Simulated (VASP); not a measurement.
```yaml
crystal:
  lattice:
    - [2.85853, 0.00000, 0.00000]
    - [0.00000, 2.85853, 0.00000]
    - [0.00000, 0.00000, 2.85853]
  atoms:
    - { symbol: Al, position: [0.50000, 0.50000, 0.50000] }
    - { symbol: Ni, position: [0.00000, 0.00000, 0.00000] }
```

Method: PBE GGA with D3 dispersion (Becke-Johnson damping), VASP's PBE PAW potentials (set 64) (plane waves; VASP). Numerical set-up: 520 eV cut-off, Gaussian smearing of 0.050 eV, potentials Al Ni.

Problem. Give the energies of bands 1 to 9 at the high-symmetry points, in eV from the Fermi level.

Solution. 
```tsv
band	Γ	X	M	R
1	-11.32	-7.03	-5.43	-4.22
2	-3.35	-6.92	-3.48	-4.22
3	-3.35	-2.85	-2.96	-4.22
4	-1.60	-2.32	-2.96	-1.02
5	-1.60	-2.32	-2.15	-1.02
6	-1.60	-1.50	-2.15	1.98
7	5.59	-0.67	-1.05	1.98
8	5.59	8.30	1.52	1.98
9	5.59	10.13	2.57	3.89
```

It has no gap at this level: it comes out as a metal or semimetal.

The compound is NiAl in the CsCl type structure. It was relaxed first. The run is not spin-polarised, so no magnetic state was tried. The electron count is odd and the run is not spin-polarised, which forces a metal.
